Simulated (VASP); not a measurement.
# How k-mesh and smearing change a VASP run on CuO (Tenorite), part 4 of 4

A convergence test on CuO (Tenorite): the k-mesh and smearing. The series runs use PBEsol. The start is a cell from a database of measured crystal structures.

VASP 6.6.1; PBEsol, no spin polarisation; plane waves and PAW (Cu, O).

Still holding for the runs below: This run has no spin polarisation, although Cu can carry a moment. The k-mesh is coarse for a metal. Oxides and halides of Cu are often magnetic insulators, and a metal at this level, without U or exact exchange, may be an artefact.

So far. Step 20 (Smearing: ISMEAR = 2, SIGMA = 0.5): Against the run before the energy at zero width moves by +0.39 meV an atom and the pressure by -0.04 GPa, after 14 cycles in 19 s. The entropy term T·S comes to 2.52 meV an atom in size.

## Step 21: Smearing: ISMEAR = -5

INCAR

```
SYSTEM = CuO
PREC = Accurate
ENCUT = 520
EDIFF = 1E-06
NELM = 100
ISMEAR = -5
SIGMA = 0.05
LREAL = .FALSE.
ALGO = Normal
GGA = PS
NBANDS = 23
LASPH = .TRUE.
LORBIT = 11
LWAVE = .FALSE.
LCHARG = .FALSE.
KPAR = 4
ISIF = 2
```

POSCAR

```
CuO
1.0
    2.3446500000     -1.7134000000      0.0000000000
    2.3446500000      1.7134000000      0.0000000000
   -0.8605543552      0.0000000000      5.0594363927
Cu O
2 2
Direct
    0.0032000000      0.4968000000      0.0000000000
    0.4968000000      0.0032000000      0.5000000000
    0.5714000000      0.4056000000      0.2537000000
    0.4056000000      0.5714000000      0.7537000000
```

KPOINTS

```
Automatic mesh
0
Gamma
8 8 5
0 0 0
```

PAW data sets: Cu and O (PBE family, release 64).

Launch:

```bash
mpirun -np 4 vasp_std
```

The log of the run:

```text
[... set-up lines as in an earlier step ...]
 entering main loop
       N       E                     dE             d eps       ncg     rms          rms(c)
DAV:   1     0.294217388482E+03    0.29422E+03   -0.16733E+04  4470   0.235E+03
DAV:   2     0.105767504899E+02   -0.28364E+03   -0.26538E+03  4348   0.416E+02
DAV:   3    -0.260240601865E+02   -0.36601E+02   -0.34812E+02  5609   0.167E+02
DAV:   4    -0.272462587241E+02   -0.12222E+01   -0.12197E+01  4940   0.325E+01
[...]
DAV:  14    -0.212944159318E+02    0.29984E-05   -0.30156E-06  4198   0.172E-02    0.410E-03
DAV:  15    -0.212944133463E+02    0.25854E-05   -0.91069E-07  2743   0.141E-02    0.391E-04
DAV:  16    -0.212944138921E+02   -0.54574E-06   -0.41977E-07  2349   0.995E-03
   1 F= -.21294414E+02 E0= -.21294414E+02  d E =0.000000E+00
 -----------------------------------------------------------------------------
|                                                                             |
|           W    W    AA    RRRRR   N    N  II  N    N   GGGG   !!!           |
|           W    W   A  A   R    R  NN   N  II  NN   N  G    G  !!!           |
|           W    W  A    A  R    R  N N  N  II  N N  N  G       !!!           |
|           W WW W  AAAAAA  RRRRR   N  N N  II  N  N N  G  GGG   !            |
|           WW  WW  A    A  R   R   N   NN  II  N   NN  G    G                |
|           W    W  A    A  R    R  N    N  II  N    N   GGGG   !!!           |
|                                                                             |
|     Tetrahedron method does not include variations of the Fermi             |
|     occupations, so forces and stress will be inaccurate. We suggest        |
|     using a different smearing scheme ISMEAR = 1 or 2 for metals in         |
|     relaxations.                                                            |
|                                                                             |
 -----------------------------------------------------------------------------
```

It took 21 s on 4 MPI ranks of Intel Xeon Platinum 8488C (Sapphire Rapids), shared host; peak memory 0.81 GiB; 60 s of CPU time.

From OUTCAR (step 21):

```text
  Total       -0.6510432     -0.0579476     -0.8554860      0.0000000      0.0000000     -0.3061106
  in kB      -25.6596923     -2.2839008    -33.7174378      0.0000000      0.0000000    -12.0647964
  external PRESSURE =     -20.5536770 kB  Pullay stress =       0.0000000 kB

 POSITION                                       TOTAL-FORCE (eV/Angst)
 -----------------------------------------------------------------------------------
      1.17233      0.84573      0.00000        -0.595533      0.336117      0.238705
      0.74205     -0.84573      2.52972        -0.595533     -0.336117      0.238705
      2.07240     -0.28408      1.28358         0.595533      0.349756     -0.238705
      1.64212      0.28408      3.81330         0.595533     -0.349756     -0.238705
 -----------------------------------------------------------------------------------
    total drift:                               -0.000056      0.000000     -0.000510

  FREE ENERGIE OF THE ION-ELECTRON SYSTEM (eV)
  ---------------------------------------------------
  free  energy   TOTEN  =       -21.2944138921 eV

  energy  without entropy=      -21.2944138921  energy(sigma->0) =      -21.29441389

[... 2 parts as in an earlier step ...]

[... 1 further part left out ...]
[key lines of the parts left out:]
E-fermi :   5.5125
```

With tetrahedra the forces and stress of a metal are not exact derivatives of the energy.

Against the first of the series the energy at zero width moves by +0.53 meV an atom and the pressure by -0.01 GPa, after 16 cycles in 21 s.

## Step 22: The smearing series as a table

This step: convergence of PBEsol results with the smearing; plane waves and PAW (VASP 6.6.1).

Derived from the runs above.

One cell and one 8×8×5 mesh. Free energy against width, by row:

```csv
Fermi-Dirac width σ (eV),free energy less that at the narrowest width (meV/atom)
0.01,0
0.05,-1.83
0.1,-8.55
0.2,-35.82
0.5,-216.1
```

Differences are taken from the run with ISMEAR = -1, SIGMA = 0.01. Results of the series, by row:

```csv
setting,status,energy less the reference (meV/atom),pressure (GPa),largest force difference (meV/Å),SCF cycles,wall time (s)
"ISMEAR = -1, SIGMA = 0.01",converged,0,-2.047,0,14,15.8
"ISMEAR = -1, SIGMA = 0.05",converged,0.258,-2.045,4.551,14,15.8
"ISMEAR = -1, SIGMA = 0.1",converged,0.5235,-1.986,9.62,14,14.8
"ISMEAR = -1, SIGMA = 0.2",converged,-0.1207,-1.682,18.06,14,15.8
"ISMEAR = -1, SIGMA = 0.5",converged,-5.361,1.342,186.1,15,17
"ISMEAR = 2, SIGMA = 0.01",converged,0.007332,-2.035,2.829,14,15.6
"ISMEAR = 2, SIGMA = 0.05",converged,-0.004135,-2.047,0.377,14,15
"ISMEAR = 2, SIGMA = 0.1",converged,0.04826,-2.048,2.327,14,16.2
"ISMEAR = 2, SIGMA = 0.2",converged,0.2987,-2.067,4.708,14,16.4
"ISMEAR = 2, SIGMA = 0.5",converged,0.6841,-2.111,10.79,14,19
ISMEAR = -5,converged,0.5253,-2.055,16.02,16,21
```

## Step 23: Summary of results

```
k-mesh from which the energy stays within 10 meV/atom of the reference : 4 4 3
k-mesh from which the energy stays within 1 meV/atom of the reference  : 7 7 4
k-mesh from which the pressure stays within 0.2 GPa of the reference   : 3 3 2
spread of the pressure over the k-mesh                                 : 3.96 GPa
spread of the energy over the k-mesh                                   : 186 meV/atom
spread of the pressure over the smearing                               : 3.45 GPa
spread of the energy over the smearing                                 : 6.05 meV/atom
```

**Reading.** From 7 7 4 on, the energy stays within 1 meV an atom of the reference, at 19 % of its time. The pressure holds within 0.2 GPa from 3 3 2 on. The energy swings above and below the reference, since the sum over k-points is not variational. A metal's Fermi surface slows this convergence. The usual rule keeps the entropy term T·S under 1 meV an atom, which holds up to a width of 0.01 eV for Fermi-Dirac and 0.2 eV for second-order Methfessel-Paxton. That rule is made for Methfessel-Paxton; with the other schemes the zero-width estimate is the energy to use. Farthest in energy from the narrowest smearing lies ISMEAR = -1, SIGMA = 0.5 (-5.4 meV an atom, +3.39 GPa, 186.1 meV/Å in forces). On a fixed mesh a narrow width is not the exact answer for a metal: it samples the Fermi surface more noisily. Differences are taken from the run with 15 15 8, which is itself not the exact limit. The run at 2 2 2 is over 30 meV an atom or 2 GPa off and describes the material poorly.

[Lines on the potential files, build, host, timing and source positions are cut from VASP's logs without a mark.]

[Logs are printed without paths, hosts, clocks, repeated set-up lines and the standing remarks that a program may print on its own settings, such as how far it seeks lower states.]

[Hosts, paths, dates, database ids (printed as entryN), source tags and the programs' standing remarks are cut or masked in the printed files.]

[A measured line is paired with the nearest computed mode of its activity, which favours agreement.]
